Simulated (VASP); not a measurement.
Here is the system:

```
C63O
1.0
    7.14656     0.00000     0.00000
    0.00000     7.14656     0.00000
    0.00000     0.00000     7.14656
C O
63 1
Direct
  0.50000   0.00000   0.00000
  0.62500   0.12500   0.12500
  0.75000   0.25000   0.00000
  0.87500   0.37500   0.12500
  0.75000   0.00000   0.25000
  0.87500   0.12500   0.37500
  0.00000   0.00000   0.00000
  0.12500   0.12500   0.12500
  0.25000   0.25000   0.00000
  0.37792   0.38136   0.12643
  0.50000   0.50000   0.00000
  0.62216   0.62562   0.13149
  0.75000   0.75000   0.00000
  0.87500   0.87500   0.12500
  0.25000   0.00000   0.25000
  0.37227   0.11994   0.38166
  0.49311   0.25553   0.24796
  0.63099   0.37361   0.37456
  0.74926   0.50572   0.25200
  0.87135   0.62747   0.37401
  0.50000   0.00000   0.50000
  0.62951   0.12693   0.63197
  0.75038   0.24643   0.49339
  0.87767   0.37215   0.62879
  0.75000   0.00000   0.75000
  0.87500   0.12500   0.87500
  0.00000   0.50000   0.00000
  0.12500   0.62500   0.12500
  0.25000   0.75000   0.00000
  0.37500   0.87500   0.12500
  0.00000   0.25000   0.25000
  0.12125   0.37912   0.37263
  0.24337   0.50652   0.25628
  0.38028   0.62782   0.37044
  0.50427   0.74842   0.25296
  0.62205   0.86934   0.37734
  0.00000   0.00000   0.50000
  0.12500   0.12500   0.62500
  0.24954   0.24481   0.50059
  0.37053   0.37374   0.62714
  0.61866   0.62441   0.61959
  0.75234   0.74523   0.50370
  0.87500   0.87500   0.62500
  0.25000   0.00000   0.75000
  0.37500   0.12500   0.87500
  0.50191   0.24640   0.75389
  0.61898   0.37874   0.87410
  0.75656   0.50381   0.74771
  0.87500   0.62500   0.87500
  0.00000   0.75000   0.25000
  0.12500   0.87500   0.37500
  0.00000   0.50000   0.50000
  0.13073   0.61865   0.62588
  0.25610   0.74468   0.49990
  0.37822   0.88047   0.61810
  0.00000   0.25000   0.75000
  0.12500   0.37500   0.87500
  0.24743   0.50185   0.74599
  0.37523   0.62668   0.87109
  0.49859   0.75340   0.74782
  0.62500   0.87500   0.87500
  0.00000   0.75000   0.75000
  0.12500   0.87500   0.87500
  0.49418   0.50123   0.50318
```
Cell charge -2.

Level of theory: PBE GGA, VASP's PBE PAW potentials (set 64) (plane waves; VASP 6.6.1). Run with PREC = Normal, LREAL = Auto, ISYM = 0, NELECT = 260.0, EDIFF = 1E-5, 400 eV cut-off, 1×1×1 Γ-centred mesh, Gaussian smearing of 0.050 eV, potentials C O.

The cell is charged, with a uniform compensating background. The supercell is sampled at Γ alone, which is coarse: total energies, pressure and levels can be off, energies of defects by several tenths of an eV.

**Question.** The ions are relaxed. Predict the relaxed structure.

**Answer.** 
```
C63O
1.0
    7.14656     0.00000     0.00000
    0.00000     7.14656     0.00000
    0.00000     0.00000     7.14656
C O
63 1
Direct
  0.50000   0.00023   0.99652
  0.62413   0.12178   0.12208
  0.75126   0.24884   0.00015
  0.87829   0.37601   0.12206
  0.74917   0.99798   0.25038
  0.87705   0.12301   0.37581
  0.99998   0.00013   0.00005
  0.12610   0.12629   0.12527
  0.25116   0.25140   0.00080
  0.37636   0.37658   0.12603
  0.49992   0.50015   0.00274
  0.62349   0.62371   0.12602
  0.74872   0.74893   0.00078
  0.87385   0.87400   0.12526
  0.25079   0.00231   0.25040
  0.37768   0.12801   0.37527
  0.50535   0.24949   0.24783
  0.64870   0.35137   0.34871
  0.75060   0.49478   0.24782
  0.87207   0.62244   0.37527
  0.49998   0.00010   0.49948
  0.62469   0.12645   0.62404
  0.75150   0.24858   0.49405
  0.87359   0.37536   0.62405
  0.74915   0.00005   0.74906
  0.87534   0.12478   0.87402
  0.99985   0.50012   0.99649
  0.12148   0.62429   0.12201
  0.24858   0.75150   0.00010
  0.37580   0.87859   0.12202
  0.00205   0.25094   0.25039
  0.12778   0.37784   0.37523
  0.24918   0.50556   0.24769
  0.35093   0.64910   0.34837
  0.49454   0.75088   0.24767
  0.62223   0.87226   0.37520
  0.99993   0.00014   0.49942
  0.12668   0.12689   0.62412
  0.25564   0.25585   0.49991
  0.37610   0.37639   0.64159
  0.62366   0.62397   0.64159
  0.74420   0.74443   0.49990
  0.87316   0.87341   0.62410
  0.25071   0.00025   0.74901
  0.37605   0.12454   0.87559
  0.50109   0.24897   0.75361
  0.62610   0.37392   0.87699
  0.75103   0.49895   0.75361
  0.87547   0.62399   0.87555
  0.99779   0.74932   0.25039
  0.12282   0.87726   0.37581
  0.99992   0.50012   0.49950
  0.12627   0.62490   0.62403
  0.24837   0.75172   0.49397
  0.37519   0.87381   0.62404
  0.00006   0.25095   0.74904
  0.12428   0.37628   0.87563
  0.24873   0.50133   0.75369
  0.37372   0.62638   0.87702
  0.49876   0.75136   0.75369
  0.62384   0.87583   0.87565
  0.99978   0.74934   0.74899
  0.12454   0.87552   0.87396
  0.49961   0.50041   0.55106
```
Cell charge -2.

**Question.** How much energy does the relaxation gain?

**Answer.** The energy (σ→0) changes by -92.0 meV/atom, in 41 ionic steps.

The cell is a supercell with a defect, built from C (diamond): O_C, charge -2. The run is not spin-polarised, so no state with unpaired spins was tried.
